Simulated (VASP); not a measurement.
OSZICAR of a VASP run on BN (wurtzite):

File OSZICAR:
```
       N       E                     dE             d eps       ncg     rms          rms(c)
DAV:   1     0.554482280491E+02    0.55448E+02   -0.97266E+03  1344   0.150E+03
DAV:   2    -0.417339988949E+02   -0.97182E+02   -0.90881E+02  2004   0.319E+02
DAV:   3    -0.447584132554E+02   -0.30244E+01   -0.30095E+01  1788   0.538E+01
DAV:   4    -0.447762086977E+02   -0.17795E-01   -0.17784E-01  1680   0.434E+00
DAV:   5    -0.447764170547E+02   -0.20836E-03   -0.20831E-03  1736   0.443E-01    0.935E+00
DAV:   6    -0.381822074983E+02    0.65942E+01   -0.33206E+00  1704   0.162E+01    0.532E+00
DAV:   7    -0.382201011169E+02   -0.37894E-01   -0.80072E-01  1560   0.994E+00    0.249E+00
DAV:   8    -0.394846065057E+02   -0.12645E+01   -0.91364E-01  1464   0.101E+01    0.159E+00
DAV:   9    -0.380723826696E+02    0.14122E+01   -0.40032E-01  1384   0.779E+00    0.329E-01
DAV:  10    -0.382638837983E+02   -0.19150E+00   -0.69070E-02  1456   0.311E+00    0.155E-01
DAV:  11    -0.382689303261E+02   -0.50465E-02   -0.60222E-03  1572   0.100E+00    0.153E-01
DAV:  12    -0.382690760998E+02   -0.14577E-03   -0.32950E-03  1632   0.575E-01    0.964E-02
DAV:  13    -0.382721523698E+02   -0.30763E-02   -0.11424E-03  1476   0.407E-01    0.442E-02
DAV:  14    -0.382722920690E+02   -0.13970E-03   -0.11814E-04  1636   0.127E-01    0.541E-03
DAV:  15    -0.382722942147E+02   -0.21457E-05   -0.52985E-06  1652   0.305E-02    0.392E-03
DAV:  16    -0.382722942010E+02    0.13745E-07   -0.27413E-07  1432   0.804E-03
   1 F= -.37977081E+02 E0= -.37977081E+02  d E =-.379771E+02
       N       E                     dE             d eps       ncg     rms          rms(c)
DAV:   1    -0.382718285737E+02    0.46564E-03   -0.81820E-02  1588   0.309E+00    0.371E-01
DAV:   2    -0.382695388754E+02    0.22897E-02   -0.71496E-03  1692   0.836E-01    0.127E-01
DAV:   3    -0.382693361332E+02    0.20274E-03   -0.82649E-04  1600   0.274E-01    0.365E-02
DAV:   4    -0.382693933371E+02   -0.57204E-04   -0.51099E-05  1584   0.985E-02    0.181E-02
DAV:   5    -0.382692196666E+02    0.17367E-03   -0.84319E-05  1436   0.134E-01    0.108E-02
DAV:   6    -0.382693876518E+02   -0.16799E-03   -0.36977E-05  1392   0.932E-02    0.450E-03
DAV:   7    -0.382693751896E+02    0.12462E-04   -0.17406E-06  1680   0.156E-02    0.224E-03
DAV:   8    -0.382693800683E+02   -0.48787E-05   -0.46885E-07  1532   0.757E-03    0.514E-04
DAV:   9    -0.382693789512E+02    0.11171E-05   -0.22157E-08   844   0.177E-03    0.210E-04
DAV:  10    -0.382693792080E+02   -0.25681E-06   -0.27325E-09   756   0.781E-04    0.974E-05
DAV:  11    -0.382693792122E+02   -0.42037E-08   -0.13373E-09   720   0.381E-04
   2 F= -.37977052E+02 E0= -.37977052E+02  d E =0.289945E-04
       N       E                     dE             d eps       ncg     rms          rms(c)
DAV:   1    -0.382721468916E+02   -0.27677E-02   -0.20180E-02  1584   0.153E+00    0.186E-01
DAV:   2    -0.382715601020E+02    0.58679E-03   -0.18124E-03  1700   0.419E-01    0.631E-02
DAV:   3    -0.382715479065E+02    0.12196E-04   -0.20060E-04  1588   0.135E-01    0.183E-02
DAV:   4    -0.382715136678E+02    0.34239E-04   -0.12710E-05  1584   0.494E-02    0.882E-03
DAV:   5    -0.382715512446E+02   -0.37577E-04   -0.20082E-05  1444   0.658E-02    0.522E-03
DAV:   6    -0.382715319539E+02    0.19291E-04   -0.87508E-06  1380   0.458E-02    0.225E-03
DAV:   7    -0.382715396750E+02   -0.77211E-05   -0.44863E-07  1648   0.797E-03    0.116E-03
DAV:   8    -0.382715376277E+02    0.20473E-05   -0.11110E-07   824   0.385E-03    0.340E-04
DAV:   9    -0.382715381540E+02   -0.52636E-06   -0.19491E-08   704   0.143E-03    0.119E-04
DAV:  10    -0.382715380507E+02    0.10331E-06   -0.23426E-09   696   0.523E-04    0.503E-05
DAV:  11    -0.382715380582E+02   -0.74517E-08   -0.50680E-10   688   0.206E-04
   3 F= -.37977775E+02 E0= -.37977775E+02  d E =-.694731E-03
```

**Question.** Which electronic solver shows in the log?

**Answer.** It is blocked Davidson (ALGO = Normal, or the opening steps of other solvers). The INCAR had ALGO = Normal.

**Question.** Can the final energy be trusted as converged?

**Answer.** The run converged. It stopped with EDIFF = 1E-7, NELM = 100, NSW = 40 and EDIFFG = -0.01 after 3 ionic steps (r2SCAN meta-GGA, plane waves, VASP's PBE PAW potentials (set 64)).

The compound is BN in the wurtzite structure, a metastable high-pressure form. This run relaxes it under an external pressure of 2 GPa. Symmetry was kept, so distortions that lower it aren't found.
